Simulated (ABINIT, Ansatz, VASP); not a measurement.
Code comparison for LaSi₃Os (I4mm, 5 atoms in the cell)

Self-consistent single point, at a second geometry (lattice scaled by 0.98). First geometry:

```xyz
5
Lattice="-2.1429 2.1429 4.9899 2.1429 -2.1429 4.9899 2.1429 2.1429 -4.9899" Properties=species:S:1:pos:R:3 pbc="T T T"
La     0.0000     0.0000     9.9655
Si     0.0000     0.0000     4.1841
Si     2.1429     0.0000     2.5990
Si     0.0000     2.1429     2.5990
Os     0.0000     0.0000     6.5403
```

Shared settings, as Ansatz (an electronic-structure program) writes them: kpoints.mp_grid.grid = 8 8 8; scf.occupations.method = gaussian; scf.occupations.width = 0.1 eV. Potentials and cutoffs stand in the table.

| code | model | ΔF from the first geometry (meV/atom) | pressure (GPa) | largest force (eV/Å) | cutoff |
|---|---|---|---|---|---|
| VASP | LDA (PZ), VASP's LDA PAW potentials (set 64) | -3.2 | 3.70 | 0.337 | 300 eV |
| ABINIT | LDA (PW92), PAW (JTH v2.0 LDA PAW) | -3.9 | 4.14 | 0.309 | 707 eV |
| Ansatz | LDA (PW92), PAW files made with PBE | -5.5 | 3.84 | 0.297 | 420 eV |

For VASP (by 0.6 GPa) the energy change implies a higher mean pressure, against the two pressures, than for the other programs: a sign of finite-basis (Pulay) stress.

Size of the force on each atom (eV/Å): Sizes of forces hide their directions.

```
code      La1    Si2    Si3    Si4    Os5
------  -----  -----  -----  -----  -----
VASP    0.008  0.337  0.288  0.288  0.247
ABINIT  0.019  0.309  0.257  0.257  0.224
Ansatz  0.011  0.297  0.253  0.253  0.220
```

On Ansatz's run: spin-orbit coupling is off. Spin polarisation is off.

The spread over the programs that give each value: ΔF from the first geometry within 2.3 meV/atom; pressure within 0.44 GPa; largest force within 0.040 eV/Å.

Ansatz's pressure is given at a fixed set of plane waves, as the other plane-wave codes print theirs. The same LDA comes in different parametrisations, which differ slightly.

VASP's run is marked for a possible Pulay error in its stress at this cutoff; no cutoff test was made.

The starting cell comes from a database of computed structures (which also holds hypothetical and non-ambient phases and stackings), without a prior relaxation at this level. For this run, on top of that: lattice scaled by 0.98.

Left out of this page: Quantum ESPRESSO, GPAW and FLEUR (not drawn, or without a comparable value).

Keys are those of Ansatz 0.2.
